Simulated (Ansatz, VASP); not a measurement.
**BaSbPt in VASP and in Ansatz**

The input INCAR:

```
  PREC = Accurate
  ENCUT = 520
  EDIFF = 1E-8
  ISMEAR = -1
  SIGMA = 0.05
  LREAL = F
  LASPH = T
  NELM = 100
  ALGO = Normal
  ISIF = 2
  LWAVE = F
  LCHARG = F
  LEFG = T
  NBANDS = 20
```

File KPOINTS:

```
Automatic mesh
0
Gamma
  8 8 7
```

File POSCAR:

```
BaSbPt
1.0
    4.5679976171      0.0000000000      0.0000000000
   -2.2839988085      3.9560019808      0.0000000000
    0.0000000000      0.0000000000      4.9864066600
Ba Sb Pt
1 1 1
Direct
    0.0000000000      0.0000000000      0.0000000000
    0.6666666667      0.3333333333      0.5000000000
    0.3333333333      0.6666666667      0.5000000000
```

Input for Ansatz:

```yaml
crystal:
  lattice:
    - [4.5679976171, 0.0, 0.0]
    - [-2.2839988085, 3.9560019808, 0.0]
    - [0.0, 0.0, 4.98640666]
  atoms:
    - { symbol: Ba, position: [0.0, 0.0, 0.0] }
    - { symbol: Sb, position: [0.6666666667, 0.3333333333, 0.5] }
    - { symbol: Pt, position: [0.3333333333, 0.6666666667, 0.5] }
kpoints:
  mp_grid: { grid: [8, 8, 7] }
  band_path:
    path:
      - [0.0, 0.0, 0.0]
      - [0.5, 0.0, 0.0]
      - [0.3333333333, 0.3333333333, 0.0]
      - [0.0, 0.0, 0.0]
      - [0.0, 0.0, 0.5]
      - [0.5, 0.0, 0.5]
      - [0.3333333333, 0.3333333333, 0.5]
      - [0.0, 0.0, 0.5]
      - [0.5, 0.0, 0.5]
    npoints: 14
scf:
  occupations: { method: fermi_dirac, width: 0.05 }
hamiltonian:
  xc: lda
  pseudopotentials: { kind: paw }
output:
  forces: true
  stress: true
  eigenvalues: true
  efg: { contact_densities: true }
  populations: true
  bader: true
  dos: { projected: true, de: 0.2, e_range: [-14, 8] }
  write_density: true
  write_potential: true
  elf: true
  volumetric_format: npy
```

Alike in both runs: task electric field gradients; functional LDA; k mesh 8 × 8 × 7; occupations fermi-dirac, width 0.05 eV; no spin polarisation.

|  | VASP | Ansatz |
| --- | --- | --- |
| version | VASP 6.6.1 | Ansatz 0.2.0 |
| potentials or method | VASP PAW LDA potentials, release 64 (Ba_sv, Sb, Pt) | PAW with Ansatz's default frozen-core files, scalar-relativistic |
| plane-wave cutoff (eV) | 520 | 420 |
| valence electrons in the cell | 25 | 43 |

|  | VASP | Ansatz | Ansatz less VASP |
| --- | --- | --- | --- |
| pressure (GPa) | -3.6 | -4.1 | -0.48 |
| largest component of the traceless stress (GPa) | 0.44 | 0.32 | -0.124 |
| Vzz of the field gradient on the site that differs most (V/Å²) | 298.9 | 167.1 | -131.79 |

The two sets of potentials don't hold the same shells in valence. Ansatz warned: «gradients_without_spin_orbit».

Spin-orbit coupling is left out, which matters for the levels of Ba, Pt, Sb.
